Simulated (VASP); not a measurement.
All values below come from PBEsol GGA, VASP's PBE PAW potentials (set 64) (plane waves; VASP 6.6.1).

A VASP calculation is set up with these files.

File KPOINTS:
```
Automatic mesh
0
gamma
  13 13 6
0 0 0
```

POSCAR:
```
Cd
1
    2.9800000000     0.0000000000     0.0000000000
   -1.4900000000     2.5807560000     0.0000000000
    0.0000000000     0.0000000000     5.6200000000
Cd
2
Direct
  0.6666670000   0.3333330000   0.7500000000
  0.3333330000   0.6666670000   0.2500000000
```

INCAR:
```
LWAVE=F
PREC=Accurate
EDIFF=1E-6
GGA=PS   ! PBEsol
ALGO=Normal   ! blocked Davidson
LMAXMIX=4
LCHARG=F
ISMEAR=1
LASPH=T   ! aspherical one-centre terms
ENCUT=480   ! plane-wave cut-off (eV)
IBRION=2
SYSTEM=Cd
EDIFFG=-0.01   ! ionic stop
NELM=100   ! most electronic steps
ISIF=3   ! ions, shape and volume
SIGMA=0.1   ! width (eV)
LREAL=F   ! projection in real space or not
NSW=60
```

POTCAR, in this order: Cd (PBE.64 set). Program: vasp_std.

Output

**OSZICAR**
```
       N       E                     dE             d eps       ncg     rms          rms(c)
DAV:   1     0.157556740655E+03    0.15756E+03   -0.12796E+04  2688   0.142E+03
DAV:   2     0.643487660928E+00   -0.15691E+03   -0.15366E+03  2752   0.363E+02
DAV:   3    -0.257785952214E+01   -0.32213E+01   -0.32164E+01  3336   0.623E+01
DAV:   4    -0.258159464046E+01   -0.37351E-02   -0.37350E-02  3096   0.185E+00
DAV:   5    -0.258160489598E+01   -0.10256E-04   -0.10256E-04  3408   0.919E-02    0.442E+00
DAV:   6    -0.241823449268E+01    0.16337E+00   -0.46253E-01  2832   0.897E+00    0.354E+00
DAV:   7    -0.240696127553E+01    0.11273E-01   -0.35100E-02  3064   0.189E+00    0.193E+00
DAV:   8    -0.240524256233E+01    0.17187E-02   -0.32604E-03  2880   0.833E-01    0.959E-02
DAV:   9    -0.240525699320E+01   -0.14431E-04   -0.32768E-05  3392   0.688E-02    0.427E-02
DAV:  10    -0.240527843438E+01   -0.21441E-04   -0.16426E-05  2952   0.502E-02    0.337E-03
DAV:  11    -0.240527833366E+01    0.10072E-06   -0.10943E-07  1776   0.359E-03
   1 F= -.24052783E+01 E0= -.24051111E+01  d E =-.240528E+01
       N       E                     dE             d eps       ncg     rms          rms(c)
DAV:   1    -0.267193935831E+01   -0.26666E+00   -0.50253E+00  2688   0.297E+01    0.345E+00
DAV:   2    -0.242727044186E+01    0.24467E+00   -0.71385E-01  2712   0.121E+01    0.991E-01
DAV:   3    -0.241346546671E+01    0.13805E-01   -0.31565E-02  3200   0.202E+00    0.777E-01
DAV:   4    -0.241050373920E+01    0.29617E-02   -0.37071E-03  2872   0.500E-01    0.104E-01
DAV:   5    -0.241047344132E+01    0.30298E-04   -0.11540E-04  3096   0.134E-01    0.412E-02
DAV:   6    -0.241048455702E+01   -0.11116E-04   -0.67650E-06  2992   0.233E-02    0.871E-03
DAV:   7    -0.241048547535E+01   -0.91832E-06   -0.62490E-07  1896   0.822E-03
   2 F= -.24104855E+01 E0= -.24103834E+01  d E =-.520714E-02
       N       E                     dE             d eps       ncg     rms          rms(c)
DAV:   1    -0.241293675133E+01   -0.24522E-02   -0.46882E-02  2688   0.292E+00    0.351E-01
DAV:   2    -0.241072955418E+01    0.22072E-02   -0.61309E-03  2704   0.110E+00    0.108E-01
DAV:   3    -0.241058509467E+01    0.14446E-03   -0.29056E-04  3104   0.203E-01    0.872E-02
DAV:   4    -0.241054629451E+01    0.38800E-04   -0.28075E-05  2904   0.431E-02    0.720E-03
DAV:   5    -0.241054607439E+01    0.22012E-06   -0.69956E-07  1976   0.924E-03
   3 F= -.24105461E+01 E0= -.24104344E+01  d E =-.526774E-02
       N       E                     dE             d eps       ncg     rms          rms(c)
DAV:   1    -0.241075243495E+01   -0.20614E-03   -0.40950E-03  2688   0.862E-01    0.103E-01
DAV:   2    -0.241055829156E+01    0.19414E-03   -0.54292E-04  2720   0.328E-01    0.327E-02
DAV:   3    -0.241054502972E+01    0.13262E-04   -0.25596E-05  3160   0.601E-02    0.263E-02
DAV:   4    -0.241054020405E+01    0.48257E-05   -0.26661E-06  2240   0.133E-02    0.221E-03
DAV:   5    -0.241054015910E+01    0.44953E-07   -0.83239E-08  1424   0.310E-03
   4 F= -.24105402E+01 E0= -.24104257E+01  d E =-.526183E-02
       N       E                     dE             d eps       ncg     rms          rms(c)
DAV:   1    -0.242012539800E+01   -0.95852E-02   -0.34906E-01  2848   0.561E+00    0.500E-01
DAV:   2    -0.241392985702E+01    0.61955E-02   -0.76503E-03  2944   0.123E+00    0.246E-01
DAV:   3    -0.241190322843E+01    0.20266E-02   -0.22408E-03  2912   0.474E-01    0.113E-01
DAV:   4    -0.241167743959E+01    0.22579E-03   -0.52716E-04  3104   0.232E-01    0.407E-02
DAV:   5    -0.241167787069E+01   -0.43110E-06   -0.38324E-05  3040   0.774E-02    0.168E-02
DAV:   6    -0.241167713543E+01    0.73526E-06   -0.45685E-06  2808   0.285E-02
   5 F= -.24116771E+01 E0= -.24117429E+01  d E =-.113698E-02
       N       E                     dE             d eps       ncg     rms          rms(c)
DAV:   1    -0.242059973446E+01   -0.89219E-02   -0.34277E-01  2856   0.557E+00    0.496E-01
DAV:   2    -0.241448887696E+01    0.61109E-02   -0.75414E-03  2928   0.122E+00    0.245E-01
DAV:   3    -0.241248002603E+01    0.20089E-02   -0.22011E-03  2904   0.473E-01    0.114E-01
DAV:   4    -0.241225307986E+01    0.22695E-03   -0.52809E-04  3112   0.233E-01    0.409E-02
DAV:   5    -0.241225351185E+01   -0.43199E-06   -0.38442E-05  3032   0.777E-02    0.169E-02
DAV:   6    -0.241225277860E+01    0.73325E-06   -0.48491E-06  2856   0.294E-02
   6 F= -.24122528E+01 E0= -.24123307E+01  d E =-.171262E-02
       N       E                     dE             d eps       ncg     rms          rms(c)
DAV:   1    -0.241229379886E+01   -0.40287E-04   -0.15689E-03  2888   0.378E-01    0.332E-02
DAV:   2    -0.241226564754E+01    0.28151E-04   -0.34421E-05  2968   0.836E-02    0.166E-02
DAV:   3    -0.241225671969E+01    0.89279E-05   -0.98488E-06  2904   0.316E-02    0.790E-03
DAV:   4    -0.241225592657E+01    0.79311E-06   -0.23963E-06  2312   0.158E-02
   7 F= -.24122559E+01 E0= -.24123262E+01  d E =-.171577E-02
```

File OUTCAR:
```
------------------------ aborting loop because EDIFF is reached ----------------------------------------
  FORCE on cell =-STRESS in cart. coord.  units (eV):
  Direction    XX          YY          ZZ          XY          YZ          ZX
  --------------------------------------------------------------------------------------
  Total        0.0102078      0.0102078     -0.0010089      0.0000000      0.0000000      0.0000000
  in kB        0.3897567      0.3897568     -0.0385209      0.0000000      0.0000000      0.0000000
  external PRESSURE =       0.2469975 kB  Pullay stress =       0.0000000 kB
  volume of cell :       41.96
      direct lattice vectors                 reciprocal lattice vectors
     2.967219359  0.000000000  0.000000000     0.337015865  0.194576178  0.000000000
    -1.483609679  2.569687636 -0.000000000     0.000000000  0.389152357  0.000000000
     0.000000000  0.000000000  5.503225994     0.000000000  0.000000000  0.181711600
 POSITION                                       TOTAL-FORCE (eV/Angst)
 -----------------------------------------------------------------------------------
      1.48361      0.85656      4.12742        -0.000000      0.000000      0.000000
     -0.00000      1.71313      1.37581         0.000000     -0.000000      0.000000
 -----------------------------------------------------------------------------------
    total drift:                               -0.000164      0.000095      0.000002
  FREE ENERGIE OF THE ION-ELECTRON SYSTEM (eV)
  ---------------------------------------------------
  free  energy   TOTEN  =        -2.4122559266 eV

  energy  without entropy=       -2.4124668334  energy(sigma->0) =       -2.41232623

 reached required accuracy - stopping structural energy minimisation
```
(Selected blocks of OUTCAR.)

CONTCAR:
```
Cd
   1.00000000000000
     2.9672193587035305    0.0000000000000000    0.0000000000000000
    -1.4836096793517652    2.5696876360821950   -0.0000000000000000
     0.0000000000000000    0.0000000000000000    5.5032259938650974
  Cd
     2
Direct
     0.6666669999999968    0.3333330000000032    0.7500000000000000
     0.3333330000000032    0.6666669999999968    0.2500000000000000
```

Energy and stress use the plane-wave basis of the starting cell.

The compound is Cd in the hcp structure. This run relaxes it. Symmetry was kept, so distortions that lower it aren't found.
